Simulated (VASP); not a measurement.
Output of a VASP run:

File OSZICAR:
```
       N       E                     dE             d eps       ncg     rms          rms(c)
DAV:   1     0.479823344580E+02    0.47982E+02   -0.33119E+03   464   0.792E+02
DAV:   2     0.167794319056E+01   -0.46304E+02   -0.45791E+02   528   0.140E+02
DAV:   3    -0.979711642156E+00   -0.26577E+01   -0.26568E+01   632   0.395E+01
DAV:   4    -0.101717263780E+01   -0.37461E-01   -0.37417E-01   736   0.439E+00
DAV:   5    -0.101798398073E+01   -0.81134E-03   -0.81134E-03   672   0.344E-01    0.119E+00
DAV:   6    -0.101744124511E+01    0.54274E-03   -0.23153E-03   712   0.325E-01    0.723E-01
DAV:   7    -0.101764491050E+01   -0.20367E-03   -0.41479E-03   680   0.433E-01    0.541E-02
DAV:   8    -0.101771764242E+01   -0.72732E-04   -0.15594E-04   656   0.132E-01    0.137E-02
DAV:   9    -0.101772262000E+01   -0.49776E-05   -0.55656E-06   712   0.203E-02    0.436E-03
DAV:  10    -0.101772269946E+01   -0.79455E-07   -0.17551E-06   512   0.915E-03
   1 F= -.10177227E+01 E0= -.10172207E+01  d E =-.101772E+01
```

File OUTCAR:
```
------------------------ aborting loop because EDIFF is reached ----------------------------------------
  FORCE on cell =-STRESS in cart. coord.  units (eV):
  Direction    XX          YY          ZZ          XY          YZ          ZX
  --------------------------------------------------------------------------------------
  Total       -0.0010751     -0.0010751     -0.0010751      0.0000000     -0.0000000     -0.0000000
  in kB       -0.0198671     -0.0198671     -0.0198671      0.0000000     -0.0000000     -0.0000000
  external PRESSURE =      -0.0198671 kB  Pullay stress =       0.0000000 kB
  volume of cell :       86.70
      direct lattice vectors                 reciprocal lattice vectors
    -2.788164763  2.788164763  2.788164763     0.000000000  0.179329431  0.179329431
     2.788164763 -2.788164763  2.788164763     0.179329431  0.000000000  0.179329431
     2.788164763  2.788164763 -2.788164763     0.179329431  0.179329431  0.000000000
 POSITION                                       TOTAL-FORCE (eV/Angst)
 -----------------------------------------------------------------------------------
      0.00000      0.00000      0.00000         0.000000     -0.000000      0.000000
 -----------------------------------------------------------------------------------
    total drift:                                0.000000     -0.000000      0.000000
  FREE ENERGIE OF THE ION-ELECTRON SYSTEM (eV)
  ---------------------------------------------------
  free  energy   TOTEN  =        -1.0177226995 eV

  energy  without entropy=       -1.0162166652  energy(sigma->0) =       -1.01722069

 reached required accuracy - stopping structural energy minimisation
```
(Selected blocks of OUTCAR.)

POSCAR:
```
Rb
1
   -2.7881647626     2.7881647626     2.7881647626
    2.7881647626    -2.7881647626     2.7881647626
    2.7881647626     2.7881647626    -2.7881647626
Rb
1
Direct
  0.0000000000   0.0000000000   0.0000000000
```

Task: Reconstruct the remaining input files.

Result: Several could match; the one computed here: the input of the run itself, PBEsol GGA, plane waves, VASP's PBE PAW potentials (set 64).

**KPOINTS**
```
K-points
0
gamma
 8 8 8
0 0 0
```

### INCAR
```
ALGO = Normal
EDIFF = 1E-6
EDIFFG = -0.01
ENCUT = 480
GGA = PS
IBRION = 2
ISIF = 3
ISMEAR = 1
LASPH = .True.
LCHARG = .False.
LMAXMIX = 4
LREAL = .False.
LWAVE = .False.
NELM = 100
NSW = 60
PREC = Accurate
SIGMA = 0.1
SYSTEM = Rb
```

POTCAR, in this order: Rb_sv (PBE.64 set). Program: vasp_std.

The compound is Rb in the bcc structure. It was relaxed first. The start is the result of an earlier pass.
